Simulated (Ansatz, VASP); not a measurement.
# KLi2Cl2F in two plane-wave programs, part 2 of 2

Aim: how closely do two programs agree when they are given the same cell, functional and k mesh? The cell is generated by rule, not measured, and may not be a known phase. The two relaxations start from unlike cells of this crystal (the structure described is Ansatz's start), so only their ends are compared.

VASP 6.6.1 and Ansatz 0.2.0.

So far: The starting structure; Ansatz: relaxation of cell and atoms, PBE; VASP: relaxation of cell and atoms, PBE.

## 3. VASP: relaxation of cell and atoms, PBE (continued)

Level of this step: PBE; plane waves and PAW (Cl, F, K_sv, Li_sv); invented cell (VASP).

Numbers of over 12 decimals in the logs are rounded to 6 here.

Parts of OUTCAR (step 3):

```text
ion  position               nearest neighbor table
   1  0.822  0.178  0.355-   6 2.49   5 2.57   5 2.57   5 2.57   5 2.57   4 3.17
   2  0.178  0.822  0.645-   5 2.49   6 2.57   6 2.57   6 2.57   6 2.57   4 3.17
   3  0.500  0.500  0.000-   4 2.57   4 2.57   4 2.57   4 2.57
   4  0.000  0.000  0.000-   3 2.57   3 2.57   3 2.57   3 2.57   1 3.17   2 3.17
   5  0.317  0.683  0.366-   2 2.49   1 2.57   1 2.57   1 2.57   1 2.57
   6  0.683  0.317  0.634-   1 2.49   2 2.57   2 2.57   2 2.57   2 2.57

  LATTYP: Found a body centered tetragonal cell.
 ALAT       =     3.6364173392
 C/A-ratio  =     4.9163899796

 Subroutine GETGRP returns: Found 16 space group operations
 (whereof 16 operations were pure point group operations)

The static configuration has the point symmetry D_4h.

 Found     30 irreducible k-points:

   k-points           NKPTS =     30   k-points in BZ     NKDIM =     30   number of bands    NBANDS=     24

   dimension x,y,z NGX =    32 NGY =   32 NGZ =   84
   dimension x,y,z NGXF=    64 NGYF=   64 NGZF=  168

   ENCUT  =  750.0 eV  55.12 Ry    7.42 a.u.   8.12  8.12 20.77*2*pi/ulx,y,z

   NELECT =      36.0000    total number of electrons

 k-points in reciprocal lattice and weights: Automatic mesh
   0.00000000  0.00000000  0.00000000       0.005
   0.16666667  0.00000000  0.00000000       0.037
   0.33333333  0.00000000  0.00000000       0.037
   0.50000000  0.00000000  0.00000000       0.019
   0.16666667  0.16666667  0.00000000       0.019
   0.33333333  0.16666667  0.00000000       0.074
   0.50000000  0.16666667  0.00000000       0.074
  -0.33333333  0.16666667  0.00000000       0.074
  -0.16666667  0.16666667  0.00000000       0.037
[...]
-0.16666667  0.16666667  0.33333333       0.019
   0.00000000  0.00000000  0.50000000       0.005

 average (electrostatic) potential at core
       1 -94.5983       2 -94.5983       3 -75.9784       4 -34.2631       5 -64.2316
       6 -64.2316

 E-fermi :   1.8031

 k-point     1 :       0.0000    0.0000    0.0000
  band No.  band energies     occupation
    ...
     14      -1.7067      2.00000
     15      -1.7067      2.00000
     16      -1.0276      2.00000
     17      -0.7560      2.00000
     18      -0.7560      2.00000
     19       4.3622      0.00000
     20       6.0978      0.00000
     21       7.4283      0.00000
     22       7.7530      0.00000
     23       8.0822      0.00000
    ...

 k-point     2 :       0.1667    0.0000    0.0000
  band No.  band energies     occupation
    ...
     14      -1.8899      2.00000
     15      -1.6652      2.00000
     16      -1.0671      2.00000
     17      -0.9553      2.00000
     18      -0.8616      2.00000
     19       4.8958      0.00000
     20       6.0319      0.00000
     21       7.5522      0.00000
     22       7.8016      0.00000
     23       8.2532      0.00000
    ...

 k-point     3 :       0.3333    0.0000    0.0000
  band No.  band energies     occupation
    ...
     14      -1.9118      2.00000
     15      -1.6085      2.00000
     16      -1.3078      2.00000
     17      -1.1236      2.00000
     18      -1.0686      2.00000
     19       5.5813      0.00000
     20       5.9625      0.00000
     21       6.7741      0.00000
     22       7.4536      0.00000
     23       8.6794      0.00000
    ...

  Total        0.0253653      0.0253653      0.0039847      0.0000000     -0.0000000      0.0000000
  in kB        0.3433980      0.3433980      0.0539450      0.0000000     -0.0000000      0.0000000
  external PRESSURE =       0.2469137 kB  Pullay stress =       0.0000000 kB

  energy-cutoff  :      750.00
  volume of cell :      118.35
      direct lattice vectors                 reciprocal lattice vectors
     2.569216784  2.569216784 -0.000000000     0.194611838  0.194611838 -0.055776206
    -2.569216784  2.569216784 -0.000000000    -0.194611838  0.194611838  0.055776206
     2.569216784 -0.000000000  8.964396041    -0.000000000  0.000000000  0.111552412

 POSITION                                       TOTAL-FORCE (eV/Angst)
 -----------------------------------------------------------------------------------
      2.56922      2.56922      3.18441        -0.000000      0.000000     -0.001364
      0.00000      2.56922      5.77998         0.000000     -0.000000      0.001364
      0.00000      2.56922     -0.00000         0.000000      0.000000      0.000000
      0.00000      0.00000      0.00000         0.000000     -0.000000      0.000000
      0.00000      2.56922      3.28495        -0.000000     -0.000000      0.004480
      2.56922      2.56922      5.67944         0.000000      0.000000     -0.004480
 -----------------------------------------------------------------------------------
    total drift:                               -0.000000     -0.000000     -0.000000

  FREE ENERGIE OF THE ION-ELECTRON SYSTEM (eV)
  ---------------------------------------------------
  free  energy   TOTEN  =       -22.7514061730 eV

  energy  without entropy=      -22.7514061730  energy(sigma->0) =      -22.75140617

 reached required accuracy - stopping structural energy minimisation

 total charge
# of ion       s       p       d       tot
------------------------------------------
    1        1.588   3.587   0.000   5.175
    2        1.588   3.587   0.000   5.175
    3        1.727   4.349   0.000   6.076
    4        1.959   5.597   0.037   7.593
    5        2.005   0.031   0.000   2.036
    6        2.005   0.031   0.000   2.036
--------------------------------------------------
tot         10.873  17.182   0.037  28.092

[... 3 further parts left out ...]
```

CONTCAR:

```
KLi2Cl2F
   1.00000000000000
     2.5692167837413855    2.5692167837413855   -0.0000000000000000
    -2.5692167837413855    2.5692167837413855   -0.0000000000000000
     2.5692167837413855   -0.0000000000000000    8.9643960411138064
  Cl              F               K               Li
     2     1     1     2
Direct
     0.8223855561746125    0.1776144438253875    0.3552288876507749
     0.1776144438253875    0.8223855561746125    0.6447711123492251
     0.5000000000000000    0.5000000000000000    0.0000000000000000
     0.0000000000000000    0.0000000000000000    0.0000000000000000
     0.3167778225608366    0.6832221774391635    0.3664443549783286
     0.6832221774391635    0.3167778225608366    0.6335556450216714
```

## 4. Side by side

Known differences besides the potentials themselves: the cutoff is 420 eV in Ansatz and 750 eV in VASP; Ansatz adds a Pulay correction to the stress that steers its cell, VASP none. Total energies have different zeros and are not compared.

The two programs side by side:

```
                                         quantity  Ansatz    VASP  difference
                                      volume (Å³)  116.90  118.35     -1.22 %
edge a after relaxation, in the typed setting (Å)   3.634   3.633     +0.00 %
edge c after relaxation, in the typed setting (Å)   9.220   9.325     -1.13 %
```

## 5. Summary of results

```json
{
  "difference in volume (relaxation of cell and atoms, PBE)": "-1.2 %"
}
```

The difference in volume is -1.2 % (relaxation of cell and atoms, PBE), at about the 1.2 % picked in this series as the mark of a large difference, as far as the stopping tolerances let one tell. What causes the difference of the relaxation of cell and atoms, PBE pair stays open here. Such differences can come from data sets, numerical settings and the points named under the comparisons, not from the functional's error against experiment.

[Lines on the potential files, build, host, timing and source positions are cut from VASP's logs without a mark.]

[Logs are printed without paths, hosts, clocks, repeated set-up lines and the standing remarks that a program may print on its own settings, such as how far it seeks lower states.]

[Hosts, paths, dates, database ids (printed as entryN), source tags and the programs' standing remarks are cut or masked in the printed files.]
